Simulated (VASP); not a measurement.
Method: SCAN meta-GGA, VASP's PBE PAW potentials (set 64) (plane waves; VASP 6.6.1).

Input for VASP

**INCAR**
```
SYSTEM=InAs
PREC=Accurate; ENCUT=520; LREAL=.FALSE.
LASPH=.TRUE.
EDIFF=1E-7; NELM=100; ALGO=Normal
LMAXMIX=4; LMIXTAU=.TRUE.
ISMEAR=1; SIGMA=0.1
METAGGA=SCAN
ISIF=2
LWAVE=.FALSE.; LCHARG=.FALSE.
```

KPOINTS:
```
Automatic mesh
0
Gamma
10 10 10
0 0 0
```

**POSCAR**
```
InAs
4.3071410
  0.0000000000   0.7071067414   0.7071067414
  0.7071067414   0.0000000000   0.7071067414
  0.7071067414   0.7071067414   0.0000000000
In As
1 1
Cart
  0.0000000000   0.0000000000   0.0000000000
  0.3535533707   0.3535533707   0.3535533707
```

POTCAR, in this order: In_d As (PBE.64 set). Program: vasp_std.

Output

OUTCAR:
```
 ion  position               nearest neighbor table
   1  0.000  0.000  0.000-   2 2.64   2 2.64   2 2.64   2 2.64
   2  0.250  0.250  0.250-   1 2.64   1 2.64   1 2.64   1 2.64
  LATTYP: Found a face centered cubic cell.
 ALAT       =     6.0912168744
 Subroutine PRICEL returns:
 Original cell was already a primitive cell.
 Subroutine GETGRP returns: Found 24 space group operations
The static configuration has the point symmetry T_d .
The dynamic configuration has the point symmetry T_d .
 Subroutine INISYM returns: Found 24 space group operations
 Subroutine IBZKPT returns following result:
 Found     47 irreducible k-points:

 Following reciprocal coordinates:
            Coordinates               Weight
  0.000000  0.000000  0.000000      1.000000
  0.100000  0.000000  0.000000      8.000000
  0.200000  0.000000  0.000000      8.000000
  0.300000  0.000000  0.000000      8.000000
  0.400000  0.000000  0.000000      8.000000
  0.500000  0.000000  0.000000      4.000000
  0.100000  0.100000  0.000000      6.000000
  0.200000  0.100000  0.000000     24.000000
  0.300000  0.100000  0.000000     24.000000
  0.400000  0.100000  0.000000     24.000000
  0.500000  0.100000  0.000000     24.000000
 -0.400000  0.100000  0.000000     24.000000
 -0.300000  0.100000  0.000000     24.000000
 -0.200000  0.100000  0.000000     24.000000
 -0.100000  0.100000  0.000000     12.000000
  0.200000  0.200000  0.000000      6.000000
  0.300000  0.200000  0.000000     24.000000
  0.400000  0.200000  0.000000     24.000000
  0.500000  0.200000  0.000000     24.000000
 -0.400000  0.200000  0.000000     24.000000
 -0.300000  0.200000  0.000000     24.000000
 -0.200000  0.200000  0.000000     12.000000
  0.300000  0.300000  0.000000      6.000000
  0.400000  0.300000  0.000000     24.000000
  0.500000  0.300000  0.000000     24.000000
 -0.400000  0.300000  0.000000     24.000000
 -0.300000  0.300000  0.000000     12.000000
  0.400000  0.400000  0.000000      6.000000
  0.500000  0.400000  0.000000     24.000000
 -0.400000  0.400000  0.000000     12.000000
  0.500000  0.500000  0.000000      3.000000
  0.300000  0.200000  0.100000     24.000000
  0.400000  0.200000  0.100000     48.000000
  0.500000  0.200000  0.100000     48.000000
 -0.400000  0.200000  0.100000     24.000000
  0.400000  0.300000  0.100000     24.000000
  0.500000  0.300000  0.100000     48.000000
 -0.400000  0.300000  0.100000     48.000000
 -0.300000  0.300000  0.100000     48.000000
 -0.200000  0.300000  0.100000     24.000000
   k-points           NKPTS =     47   k-points in BZ     NKDIM =     47   number of bands    NBANDS=     13
   number of dos      NEDOS =    301   number of ions     NIONS =      2
   total plane-waves  NPLWV =  32768
   dimension x,y,z NGX =    32 NGY =   32 NGZ =   32
   dimension x,y,z NGXF=    64 NGYF=   64 NGZF=   64
   ions per type =               1   1
   PREC   = accura    normal or accurate (medium, high low for compatibility)
   ISTART =      0    job   : 0-new  1-cont  2-samecut
   ICHARG =      2    charge: 1-file 2-atom 10-const
   ISPIN  =      1    spin polarized calculation?
   LNONCOLLINEAR =      F non collinear calculations
   LSORBIT =      F    spin-orbit coupling
   INIWAV =      1    electr: 0-lowe 1-rand  2-diag
   ENCUT  =  520.0 eV  38.22 Ry    6.18 a.u.   8.01  8.01  8.01*2*pi/ulx,y,z
   NELM   =    100;   NELMIN=  2; NELMDL= -5     # of ELM steps
   EDIFF  = 0.1E-06   stopping-criterion for ELM
   LREAL  =      F    real-space projection
   NLSPLINE    = F    spline interpolate recip. space projectors
   LMAXMIX     =    4 max onsite mixed and CHGCAR
...
```

File OSZICAR:
```
       N       E                     dE             d eps       ncg     rms          rms(c)
DAV:   1     0.672563225683E+02    0.67256E+02   -0.87293E+03  1222   0.151E+03
DAV:   2    -0.488536656344E+02   -0.11611E+03   -0.11298E+03  1287   0.331E+02
DAV:   3    -0.572014537526E+02   -0.83478E+01   -0.82962E+01  1582   0.939E+01
DAV:   4    -0.574321639467E+02   -0.23071E+00   -0.23057E+00  1476   0.171E+01
DAV:   5    -0.574412606765E+02   -0.90967E-02   -0.90963E-02  1776   0.284E+00    0.398E+00
DAV:   6    -0.541931458155E+02    0.32481E+01   -0.19242E+00  1527   0.372E+01    0.239E+00
DAV:   7    -0.540877161933E+02    0.10543E+00   -0.56294E-01  1222   0.121E+01    0.161E+00
DAV:   8    -0.540705450838E+02    0.17171E-01   -0.39601E-01  1222   0.775E+00    0.171E+00
DAV:   9    -0.541113284713E+02   -0.40783E-01   -0.19285E-02  1518   0.112E+00    0.187E+00
DAV:  10    -0.541101679465E+02    0.11605E-02   -0.10977E-02  1330   0.806E-01    0.214E+00
DAV:  11    -0.541417472715E+02   -0.31579E-01   -0.99624E-03  1232   0.126E+00    0.220E+00
DAV:  12    -0.541551289452E+02   -0.13382E-01   -0.49849E-02  1222   0.359E+00    0.201E+00
DAV:  13    -0.541731568884E+02   -0.18028E-01   -0.15882E-02  1232   0.187E+00    0.171E+00
DAV:  14    -0.541572533927E+02    0.15903E-01   -0.28630E-02  1222   0.259E+00    0.136E+00
DAV:  15    -0.541584355823E+02   -0.11822E-02   -0.15386E-03  1462   0.430E-01    0.134E+00
DAV:  16    -0.541583092016E+02    0.12638E-03   -0.17505E-05  1546   0.500E-02    0.135E+00
DAV:  17    -0.541584041959E+02   -0.94994E-04   -0.23792E-06  1337   0.199E-02    0.135E+00
DAV:  18    -0.541619223848E+02   -0.35182E-02   -0.27923E-03  1222   0.663E-01    0.120E+00
DAV:  19    -0.541629994941E+02   -0.10771E-02   -0.43941E-03  1232   0.823E-01    0.101E+00
DAV:  20    -0.541619738996E+02    0.10256E-02   -0.33521E-03  1222   0.702E-01    0.681E-01
DAV:  21    -0.541598906574E+02    0.20832E-02   -0.25364E-03  1292   0.481E-01    0.403E-01
DAV:  22    -0.541592241125E+02    0.66654E-03   -0.63386E-04  1376   0.252E-01    0.386E-01
DAV:  23    -0.541588735846E+02    0.35053E-03   -0.13350E-04  1582   0.880E-02    0.308E-01
DAV:  24    -0.541584801038E+02    0.39348E-03   -0.21880E-04  1394   0.168E-01    0.252E-01
DAV:  25    -0.541580845180E+02    0.39559E-03   -0.49990E-04  1266   0.242E-01    0.112E-01
DAV:  26    -0.541580741211E+02    0.10397E-04   -0.19082E-04  1222   0.129E-01    0.684E-02
DAV:  27    -0.541580707763E+02    0.33448E-05   -0.15210E-05  1618   0.389E-02    0.657E-02
DAV:  28    -0.541580653139E+02    0.54624E-05   -0.81523E-06  1227   0.457E-02    0.612E-02
DAV:  29    -0.541580478584E+02    0.17455E-04   -0.97547E-06  1242   0.433E-02    0.524E-02
DAV:  30    -0.541580303930E+02    0.17465E-04   -0.11515E-05  1227   0.400E-02    0.469E-02
DAV:  31    -0.541580171924E+02    0.13201E-04   -0.62486E-06  1242   0.367E-02    0.398E-02
DAV:  32    -0.541580076935E+02    0.94990E-05   -0.54336E-07  1257   0.101E-02    0.348E-02
DAV:  33    -0.541579923274E+02    0.15366E-04   -0.38062E-07  1282   0.100E-02    0.265E-02
DAV:  34    -0.541579773155E+02    0.15012E-04   -0.10956E-06  1227   0.161E-02    0.171E-02
DAV:  35    -0.541579688264E+02    0.84891E-05   -0.60580E-07  1252   0.104E-02    0.127E-02
DAV:  36    -0.541579616936E+02    0.71328E-05   -0.60023E-08   894   0.392E-03    0.879E-03
DAV:  37    -0.541579536345E+02    0.80591E-05   -0.10539E-07   879   0.457E-03    0.386E-03
DAV:  38    -0.541579501931E+02    0.34413E-05   -0.98208E-08   869   0.426E-03    0.128E-03
DAV:  39    -0.541579494791E+02    0.71402E-06   -0.18091E-08   646   0.258E-03    0.554E-04
DAV:  40    -0.541579488684E+02    0.61073E-06   -0.12385E-08   636   0.163E-03    0.703E-05
DAV:  41    -0.541579488215E+02    0.46893E-07   -0.17445E-09   641   0.686E-04
   1 F= -.54157949E+02 E0= -.54158035E+02  d E =0.258441E-03
```

File OUTCAR:
```
------------------------ aborting loop because EDIFF is reached ----------------------------------------
  FORCE on cell =-STRESS in cart. coord.  units (eV):
  Direction    XX          YY          ZZ          XY          YZ          ZX
  --------------------------------------------------------------------------------------
  Total       -0.0131386     -0.0131386     -0.0131386      0.0000000      0.0000000     -0.0000000
  in kB       -0.3725702     -0.3725702     -0.3725702      0.0000000      0.0000000     -0.0000000
  external PRESSURE =      -0.3725702 kB  Pullay stress =       0.0000000 kB
  volume of cell :       56.50
      direct lattice vectors                 reciprocal lattice vectors
     0.000000000  3.045608437  3.045608437    -0.164170809  0.164170809  0.164170809
     3.045608437  0.000000000  3.045608437     0.164170809 -0.164170809  0.164170809
     3.045608437  3.045608437  0.000000000     0.164170809  0.164170809 -0.164170809
  FREE ENERGIE OF THE ION-ELECTRON SYSTEM (eV)
  ---------------------------------------------------
  free  energy   TOTEN  =       -54.1579488215 eV

  energy  without entropy=      -54.1582072630  energy(sigma->0) =      -54.15803497
```
(Selected blocks of OUTCAR.)

The compound is InAs in the zinc blende structure. It was relaxed first.
